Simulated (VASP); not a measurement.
Crystal: ZnSe.

```
Zn Se
1.0
     0.00000    2.83380    2.83380
     2.83380    0.00000    2.83380
     2.83380    2.83380    0.00000
Zn Se
1 1
Direct
  0.00000 0.00000 0.00000
  0.25000 0.25000 0.25000
```

| Property | Result |
| --- | --- |
| Program | VASP 6.6.1 |
| Task | relaxation of cell and atoms |
| Functional | PBE |
| Potentials or basis | VASP PAW PBE potentials, release 64 (Zn, Se) |
| Cutoff | 350 eV |
| k mesh | 10 × 10 × 10 |
| Occupations | gaussian, width 0.02 eV |
| Spin | no spin polarisation |

At the start: pressure 2.1 GPa; volume 22.76 Å³/atom.

Task: Where does the relaxation end?

Result: Over 3 steps the energy falls by 5.1 meV/atom and the volume is 23.56 Å³/atom (+3.5 %); space group F-43m (No. 216, to 0.05 Å).

The path:
| step | energy change (eV) | largest force (eV/Å) | pressure (GPa) | volume (Å³) |
| --- | --- | --- | --- | --- |
| 1 | 0.0000 | 0.0000 | 2.13 | 45.51 |
| 2 | -0.0097 | 0.0000 | -0.46 | 47.53 |
| 3 | -0.0103 | 0.0000 | 0.01 | 47.12 |

Final structure:
```yaml
crystal:
  lattice:
    - [0.00000, 2.86681, 2.86681]
    - [2.86681, 0.00000, 2.86681]
    - [2.86681, 2.86681, 0.00000]
  atoms:
    - { symbol: Zn, position: [0.00000, 0.00000, 0.00000] }
    - { symbol: Se, position: [0.25000, 0.25000, 0.25000] }
```
